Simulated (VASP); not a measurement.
Calculation: PBE GGA, VASP's PBE PAW potentials (set 64) (plane waves; VASP 6.6.1).

Input for VASP

### INCAR
```
! general
SYSTEM =CaB6
PREC   =Accurate
ENCUT  =620
LREAL  =.FALSE.
LASPH  =.TRUE.

! electronic loop
EDIFF  =1E-6
NELM   =100
ALGO   =Normal

! smearing
ISMEAR =0
SIGMA  =0.05

! functional
GGA    =PE

! ions
IBRION =2
NSW    =40
ISIF   =3
EDIFFG =-0.02
PSTRESS=100

! output
LWAVE  =.FALSE.
LCHARG =.FALSE.
```

### KPOINTS
```
Automatic
0
Gamma
6 6 6
```

File POSCAR:
```
CaB6
1
    4.0659836804     0.0000000000     0.0000000000
    0.0000000000     4.0659836804     0.0000000000
   -0.0000000000    -0.0000000000     4.0659836804
Ca B
1 6
Direct
  0.0000000000   0.0000000000   0.0000000000
  0.7994009135   0.5000000000   0.5000000000
  0.5000000000   0.2005990865   0.5000000000
  0.5000000000   0.7994009135   0.5000000000
  0.2005990865   0.5000000000   0.5000000000
  0.5000000000   0.5000000000   0.7994009135
  0.5000000000   0.5000000000   0.2005990865
```

POTCAR, in this order: Ca_sv B (PBE.64 set). Program: vasp_std.

What VASP printed:

### OUTCAR
```
 ion  position               nearest neighbor table
   1  0.000  0.000  0.000-
   2  0.799  0.500  0.500-   5 1.63   4 1.72   3 1.72   6 1.72   7 1.72
   3  0.500  0.201  0.500-   4 1.63   2 1.72   5 1.72   6 1.72   7 1.72
   4  0.500  0.799  0.500-   3 1.63   2 1.72   5 1.72   6 1.72   7 1.72
   5  0.201  0.500  0.500-   2 1.63   3 1.72   4 1.72   6 1.72   7 1.72
   6  0.500  0.500  0.799-   7 1.63   3 1.72   4 1.72   5 1.72   2 1.72
   7  0.500  0.500  0.201-   6 1.63   3 1.72   4 1.72   5 1.72   2 1.72
  LATTYP: Found a simple cubic cell.
 ALAT       =     4.0659836804
 Subroutine PRICEL returns:
 Original cell was already a primitive cell.
 Subroutine GETGRP returns: Found 48 space group operations
The static configuration has the point symmetry O_h .
The dynamic configuration has the point symmetry O_h .
 Subroutine INISYM returns: Found 48 space group operations
 Subroutine IBZKPT returns following result:
 Found     20 irreducible k-points:

 Following reciprocal coordinates:
            Coordinates               Weight
  0.000000  0.000000  0.000000      1.000000
  0.166667  0.000000  0.000000      6.000000
  0.333333  0.000000  0.000000      6.000000
  0.500000  0.000000  0.000000      3.000000
...
```

OSZICAR:
```
       N       E                     dE             d eps       ncg     rms          rms(c)
DAV:   1     0.182463520089E+03    0.18246E+03   -0.15125E+04   720   0.169E+03
DAV:   2    -0.429465877047E+02   -0.22541E+03   -0.22191E+03   920   0.358E+02
DAV:   3    -0.502225656083E+02   -0.72760E+01   -0.72439E+01  1038   0.661E+01
DAV:   4    -0.505228679469E+02   -0.30030E+00   -0.30011E+00  1216   0.934E+00
DAV:   5    -0.505252513991E+02   -0.23835E-02   -0.23826E-02  1008   0.830E-01    0.106E+01
DAV:   6    -0.457563345015E+02    0.47689E+01   -0.80037E+00   936   0.164E+01    0.547E+00
DAV:   7    -0.449036638516E+02    0.85267E+00   -0.55016E+00   956   0.114E+01    0.159E+00
DAV:   8    -0.449205840244E+02   -0.16920E-01   -0.87452E-01  1040   0.593E+00    0.792E-01
DAV:   9    -0.448952790651E+02    0.25305E-01   -0.10953E-01   976   0.185E+00    0.176E-01
DAV:  10    -0.448961136413E+02   -0.83458E-03   -0.20534E-02  1142   0.739E-01    0.129E-01
DAV:  11    -0.448959963910E+02    0.11725E-03   -0.17259E-03  1018   0.285E-01    0.557E-02
DAV:  12    -0.448959714309E+02    0.24960E-04   -0.24221E-04   998   0.103E-01    0.202E-02
DAV:  13    -0.448959713974E+02    0.33468E-07   -0.81987E-05   998   0.564E-02    0.666E-03
DAV:  14    -0.448959710259E+02    0.37154E-06   -0.52911E-06   872   0.169E-02
   1 F= -.40700446E+02 E0= -.40700320E+02  d E =-.407004E+02
```

File OUTCAR:
```
------------------------ aborting loop because EDIFF is reached ----------------------------------------
  FORCE on cell =-STRESS in cart. coord.  units (eV):
  Direction    XX          YY          ZZ          XY          YZ          ZX
  --------------------------------------------------------------------------------------
  Total        4.1972315      4.1972315      4.1972315      0.0000000      0.0000000      0.0000000
  in kB      100.0406755    100.0406755    100.0406755      0.0000000      0.0000000      0.0000000
  external PRESSURE =       0.0406755 kB  Pullay stress =     100.0000000 kB
  volume of cell :       67.22
      direct lattice vectors                 reciprocal lattice vectors
     4.065983680  0.000000000  0.000000000     0.245942945  0.000000000  0.000000000
     0.000000000  4.065983680  0.000000000     0.000000000  0.245942945  0.000000000
     0.000000000  0.000000000  4.065983680     0.000000000  0.000000000  0.245942945
 POSITION                                       TOTAL-FORCE (eV/Angst)
 -----------------------------------------------------------------------------------
      0.00000      0.00000      0.00000         0.000000     -0.000000     -0.000000
      3.25035      2.03299      2.03299        -0.001391     -0.000000     -0.000000
      2.03299      0.81563      2.03299         0.000000      0.001391     -0.000000
      2.03299      3.25035      2.03299        -0.000000     -0.001391     -0.000000
      0.81563      2.03299      2.03299         0.001391     -0.000000     -0.000000
      2.03299      2.03299      3.25035         0.000000     -0.000000     -0.001391
      2.03299      2.03299      0.81563        -0.000000     -0.000000      0.001391
 -----------------------------------------------------------------------------------
    total drift:                                0.000000      0.000000      0.000000
  FREE ENERGIE OF THE ION-ELECTRON SYSTEM (eV)
  ---------------------------------------------------
  free  energy   TOTEN  =       -44.8959710259 eV

  energy  without entropy=      -44.8957192443  energy(sigma->0) =      -44.89584514
  enthalpy is  TOTEN    =       -40.7004460465 eV   P V=        4.1955249794

 reached required accuracy - stopping structural energy minimisation
```
(Selected blocks of OUTCAR.)

The compound is CaB6 in the cab6 structure. It was relaxed first under an external pressure of 10 GPa.
